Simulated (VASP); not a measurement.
A run of VASP 6.6.1:

Contents of INCAR:

```
ALGO     = Normal         # electronic algorithm
EDIFF    = 1E-6           # SCF threshold, eV
EDIFFG   = -0.01          # ionic threshold
ENCUT    = 600            # plane-wave cutoff, eV
GGA      = PS             # functional
IBRION   = 2              # ionic algorithm
ISIF     = 3              # what is computed and relaxed
ISMEAR   = 0              # smearing method
KPAR     = 2            
LASPH    = T              # aspherical terms in the spheres
LCHARG   = F              # write CHGCAR
LREAL    = F              # projectors in reciprocal space
LWAVE    = F              # write WAVECAR
NELM     = 100            # most SCF steps
NSW      = 40             # ionic steps
PREC     = Accurate       # precision mode
SIGMA    = 0.02           # smearing width, eV
```

KPOINTS

```
k-points
0
Gamma
  3 3 2
```

The input POSCAR:

```
Al3GaSb4
1.0
    0.0000000000     -3.0865419400     -3.0865419400
    3.0865419400      6.1730838700     -3.0865419400
    6.1730838700     -3.0865419400      3.0865419400
Ga Al Sb
1 3 4
Direct
    0.7500000000      0.5000000000      0.2500000000
    0.5000000000      0.0000000000      0.5000000000
    0.2500000000      0.5000000000      0.7500000000
    0.0000000000      0.0000000000      0.0000000000
    0.8125000000      0.6250000000      0.9375000000
    0.5625000000      0.1250000000      0.1875000000
    0.3125000000      0.6250000000      0.4375000000
    0.0625000000      0.1250000000      0.6875000000
```

Potentials or basis: VASP PAW PBE potentials, release 64 (Ga_d, Al, Sb).

Command:

```sh
$ cat potpaw_PBE.64/Ga_d/POTCAR potpaw_PBE.64/Al/POTCAR potpaw_PBE.64/Sb/POTCAR > POTCAR
$ mpirun -np 2 vasp_std > vasp.out
```

Hardware: 2 MPI ranks on Intel(R) Xeon(R) Platinum 8488C (Sapphire Rapids), on a shared host.

Question: Estimate the wall time of this run.

Answer: Run time: 2.6 min on 2 MPI ranks on Intel(R) Xeon(R) Platinum 8488C (Sapphire Rapids) (shared host), peak memory 0.39 GiB a rank. Counts: scf iterations 53, k points 8, ion steps 9.
